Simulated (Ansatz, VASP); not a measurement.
# Cross-check of Ge (Germanium) between VASP and Ansatz

Wanted: the spread between two codes on one cell, functional and k mesh. The structure shown is the start of the Ansatz relaxation below; VASP solves that cell, so the two are compared at the walk's first step.

Method: plane waves, with VASP 6.6.1 beside it; single point at r2SCAN, in Ansatz 0.2.0.

**1. The structure**

The structure is orthorhombic, space group Imma (No. 74). Conventional cell: a = 4.012 Å, b = 4.092 Å, c = 5.655 Å, α = 90.00°, β = 90.00°, γ = 90.00°. Nearest to Ge lie 4 Ge at 2.46 to 2.48 Å.

**2. Ansatz: relaxation, r2SCAN**

Ansatz runs on its PAW soft_1 files.

The two programs are compared at the cell with which this relaxation starts, whose forces are those of its first step.

input.yaml

```yaml
crystal:
  lattice:
    - [0.028518613, 2.8651405464, 2.827281368]
    - [2.8651405464, 0.028518613, 2.827281368]
    - [2.8936591593, 2.8936591593, 0.0]
  atoms:
    - { symbol: Ge, position: [0.5005977064, 0.5005977064, 0.499367128] }
    - { symbol: Ge, position: [0.7494022936, 0.7494022936, 0.750632872] }
  conventional_axes: [[0, 0, 1], [1, -1, 0], [1, 1, -1]]
kpoints:
  mp_grid: { grid: [12, 12, 12], shift: [0.5, 0.5, 0.5] }
hamiltonian:
  xc: r2scan
  pseudopotentials: { kind: paw, azcp: { folder: soft_1 } }
scf:
  occupations: { method: gaussian, width: 0.02 }
output:
  forces: true
  stress: true
  eigenvalues: true
relax:
  adjacent_minimum: "off"
  f_tol: 0.001
  max_steps: 60
  cell: { stress_tol: 0.01, fix: [a, angles] }
```

Command:

```sh
$ ansatz run input.yaml --threads 4 --pin off --max-ram 10240MiB --backend cpu --events-out ev --progress --plain --runs-dir out
```

Numbers of over 12 decimals in the logs are rounded to 6 here.

The log of the run:

```text
Engine: ansatz 0.2.0, aarch64-unknown-linux-gnu
Pseudopotentials: kind: paw
Pseudopotential: Ge, paw, valence charge 14, recommended cutoff 500 eV (meta_gga), soft_1/Ge.paw.azcp
Functional definition: r2SCAN
  parameter k0 = 0.174
  parameter k1 = 0.065
  parameter a1 = 4.9479
  exchange = r2scan_x(k0 = k0, k1 = k1, a1 = a1)
  correlation = r2scan_c
Crystal: 2 atoms, lattice volume = 46.414 Å³
Basis set: ecut = 500 eV, 1211 PW (Γ), exchange–correlation on 120×120×120 points (64 copies of the dense FFT grid, shifted against one another)
Bands: 18, of which v1, the nominal top of the filled ones, is band 14 counted from 1 (13 counted from 0)
Symmetry: 4 space group operations
Space group: C2/m (ITA 12), of the structure as read, at distance tolerance 3.6e-5 Å
k-points: 468 of 1728
Non-local potential: Ge, projectors of the file, l = 0: 2, l = 1: 2, l = 2: 3, l = 3: 1
PAW form: soft (Blöchl's): semilocal exchange-correlation on the pseudo side does not see the compensation charge
PAW frozen core: Ge, regenerated for the run's functional (the file was generated under x = pbe(κ = 0.804, μ = 0.219515), c = pbe(β = 0.066725))
PAW one-centre angular grid: Ge, 590 points (default); XC on 160 Gauss nodes
Initial density: superposition of atomic densities (chi_scale 0.1, normalization cell)
Initial wavefunctions: pseudopotential atomic-orbital guess
Functional: x = r2scan, c = r2scan; τ floored in thin density (d = 2e-4 eV/Å³)
iter 1 solved again at ethr=1.64e-3 eV; its pass at ethr=3.10e-3 eV (dr2=4.60e-1 eV) is discarded
SCF iter   1: F=—  HF=-8605.757149 eV  |F-HF|=—  |Δ(HF+E_count)|=         —  Δρ=3.65e-2  dr2=4.65e-1  dr2_τ=4.16e-3  ethr=1.64e-3  ⟨swp⟩=1.0  Hψ=51133  notcnv=0
preconditioner: auto → none  [insulator: Δε(μ)=0.421 eV  Ē_g=24.229 eV  σ=0.020 eV  W_gap=1.00  n_scr=14 (ndim 8)  ℏωp=28.8 eV  f_vac=0.000  D(μ)=0.00/eV (n_scr^D=0)  ε∞_Penn≈2.4]
SCF iter   2: F=—  HF=-8605.795395 eV  |F-HF|=—  |Δ(HF+E_count)|=   3.82e-2  Δρ=1.86e-2  dr2=9.93e-2  dr2_τ=6.74e-4  ethr=1.64e-3  ⟨swp⟩=2.1  Hψ=10370  notcnv=0
SCF iter   3: F=—  HF=-8605.825188 eV  |F-HF|=—  |Δ(HF+E_count)|=   2.98e-2  Δρ=2.88e-3  dr2=1.74e-3  dr2_τ=3.23e-5  ethr=3.55e-4  ⟨swp⟩=3.1  Hψ=16901  notcnv=0
SCF iter   4: F=—  HF=-8605.823425 eV  |F-HF|=—  |Δ(HF+E_count)|=   1.76e-3  Δρ=5.67e-4  dr2=5.53e-5  dr2_τ=8.93e-7  ethr=6.20e-6  ⟨swp⟩=2.1  Hψ=16892  notcnv=0
SCF iter   5: F=—  HF=-8605.823453 eV  |F-HF|=—  |Δ(HF+E_count)|=   2.80e-5  Δρ=1.23e-4  dr2=3.00e-6  dr2_τ=5.91e-8  ethr=1.97e-7  ⟨swp⟩=2.0  Hψ=14976  notcnv=0
SCF iter   6: F=-8605.823454 eV  HF=-8605.823454 eV  |F-HF|=8.04e-10  |Δ(HF+E_count)|=   9.57e-7  Δρ=6.53e-6  dr2=1.38e-8  dr2_τ=6.08e-10  ethr=3.57e-10  ⟨swp⟩=3.7  Hψ=37592  notcnv=0
SCF 1 converged in 6 iterations: F = -8605.823454 eV  dr2 = 1.38e-8
  greatest PAW one-centre occupation: 0.998 electrons in one spin orbital (limit 2), on the Ge atom at site 1 (counted from 0), in its partial waves of l = 2
relax step   1: F+E_penalty+E_count = -8605.82345396 eV  Δ(F+E_penalty+E_count) = +0.000e0 eV  max|allowed force component| = 7.204e-2 eV/Å  Δτ_max = 0.0000 Å  P = -1.092 GPa  Ω = 46.414 Å³  fix = [a, alpha, beta, gamma]  reactions: a -2.886 GPa; beta +0.005 GPa/rad  (6 SCF iters, dr2 threshold 1.00e-7 eV, accepted)
[...]
relax step   2: F+E_penalty+E_count = -8605.82391740 eV  Δ(F+E_penalty+E_count) = -4.634e-4 eV  max|allowed force component| = 9.278e-3 eV/Å  Δτ_max = 0.0039 Å  P = -0.838 GPa  Ω = 46.228 Å³  energy of the carried Pulay correction = +2.713e-5 eV  fix = [a, alpha, beta, gamma]  reactions: a -2.566 GPa; beta +0.006 GPa/rad  (4 SCF iters, dr2 threshold 2.00e-7 eV, accepted)
[...]
relax step   3: F+E_penalty+E_count = -8605.82392329 eV  Δ(F+E_penalty+E_count) = -5.884e-6 eV  max|allowed force component| = 1.436e-3 eV/Å  Δτ_max = 0.0007 Å  P = -0.861 GPa  Ω = 46.245 Å³  energy of the carried Pulay correction = +2.468e-5 eV  fix = [a, alpha, beta, gamma]  reactions: a -2.588 GPa; beta +0.006 GPa/rad  (4 SCF iters, dr2 threshold 6.02e-9 eV, accepted)
[...]
relax step   4: F+E_penalty+E_count = -8605.82392371 eV  Δ(F+E_penalty+E_count) = -4.221e-7 eV  max|allowed force component| = 3.567e-4 eV/Å  Δτ_max = 0.0001 Å  P = -0.863 GPa  Ω = 46.246 Å³  energy of the carried Pulay correction = +2.452e-5 eV  fix = [a, alpha, beta, gamma]  reactions: a -2.588 GPa; beta +0.006 GPa/rad  (3 SCF iters, dr2 threshold 4.06e-10 eV, accepted)
[...]
relax step   5: F+E_penalty+E_count = -8605.82389941 eV  Δ(F+E_penalty+E_count) = +2.430e-5 eV  max|allowed force component| = 3.523e-4 eV/Å  Δτ_max = 0.0000 Å  P = -0.863 GPa  Ω = 46.246 Å³  fix = [a, alpha, beta, gamma]  reactions: a -2.588 GPa; beta +0.006 GPa/rad  stress off target by 1.51e-3 GPa on what of the cell is left free  SCF on the basis re-selected at this cell (its energy is not comparable with the rows above)  (4 SCF iters)
basis re-selected at this cell: Δ(F+E_penalty+E_count) = +2.430e-5 eV, ΔP = -0.000 GPa vs the last step (what re-selecting the basis moved, of the pressure what is left beyond the Pulay correction that the steps carried, after the strain that the cell walked since its last selection, with what the two solves' SCF thresholds leave and, on support functions, any second-order correction that the steps lacked; it is no m [...]
SCF converged after 4 iterations
Free energy (F): -8605.823899 eV
Harris-Foulkes:  -8605.823899 eV  (|F-HF|=1.82e-12)
Internal energy: -8605.823899 eV  (E = F + TS)
E sigma→0 (E₀):  -8605.823899 eV
Fermi energy:    8.317753 eV
--- Per-component energies (eV) ---
  E_band       = -325.696668
  E_kinetic    = 184.468992
  E_local      = -4532.505368  (includes V_loc(G=0)·N_el)
  E_nonlocal   = 436.473383
  E_hartree    = 2160.311370
  E_xc         = -131.552809
  E_vxc        = -136.403141  (∫ρ·V_xc dr)
  E_paw        = -4052.465563  (= ΣΔE_a)
  E_vpaw       = -605.510395  (= ΣTr[D̂ρ^β])
  E_aug_tail   = -0.000009  (compensation charges beyond the density's cutoff)
  E_vtau       = 7.157131  (kinetic-family band-sum trace: ∫τ·v_τ [+ j·A + Jᵃ·Aᵃ] dr)
  E_ewald      = -2668.382374
  E_core_change = -2.171521  (= ΣΔE_core)
  E_smearing   = -0.000000  (= −TS)
  E_closure    = -0.000000  (closes the sum)
  Σ components = -8605.823899   (vs F -8605.823899, Δ=0.00e0)
--- Forces (eV/Å), atoms counted from 1 ---
  atom   1  Ge     0.00000091     0.00000091    -0.00035235
  atom   2  Ge    -0.00000091    -0.00000091     0.00035235
  max |Σ_I F_I| component: 5.42e-20 eV/Å
--- Stress (GPa, compression-positive) ---
       -1.294669      -1.293157      -0.004469
       -1.293157      -1.294669      -0.004469
       -0.004469      -0.004469      -0.000793
  P = ⅓ Tr σ = -0.8634 GPa (-8.634 kbar)
--- Band table (eV; the first three rows and the last of 468) ---
  k-point 0: bands = [... 10 lower, -5.0423, 7.3309, 8.0464, 8.0532, 8.8358, 10.7922, 10.8194, 10.9780]
  k-point 1: bands = [... 10 lower, -4.9299, 6.0935, 7.5839, 7.9661, 9.5320, 11.0988, 11.1267, 11.4287]
  k-point 2: bands = [... 10 lower, -4.6503, 4.5021, 7.1307, 7.6308, 9.5119, 11.5124, 11.7271, 12.7154]
  k-point 467: bands = [... 10 lower, -2.9005, 0.3254, 5.8804, 6.5826, 9.2956, 11.9964, 12.3847, 16.0850]
--- Relaxed structure (4 steps of the walk, 4 accepted, 1 SCFs on fresh bases) ---
  F+E_penalty+E_count = -8605.82389941 eV   max|allowed force component| = 3.523e-4 eV/Å   (the final SCF, on the basis selected at the relaxed cell)
  cell:  # Å, volume = 46.2459 Å³
    - [0.028706, 2.864953, 2.817422]
    - [2.864953, 0.028706, 2.817422]
    - [2.8936591593, 2.8936591593, -1.784522074484229e-13]
  atoms:
    - { symbol: Ge, position: [0.501194, 0.501194, 0.498767] }
    - { symbol: Ge, position: [0.748806, 0.748806, 0.751233] }
```

(Continued in part 2 of 3.)

[Lines on the potential files, build, host, timing and source positions are cut from VASP's logs without a mark.]

[Logs are printed without paths, hosts, clocks, repeated set-up lines and the standing remarks that a program may print on its own settings, such as how far it seeks lower states.]

[Hosts, paths, dates, database ids (printed as entryN), source tags and the programs' standing remarks are cut or masked in the printed files.]
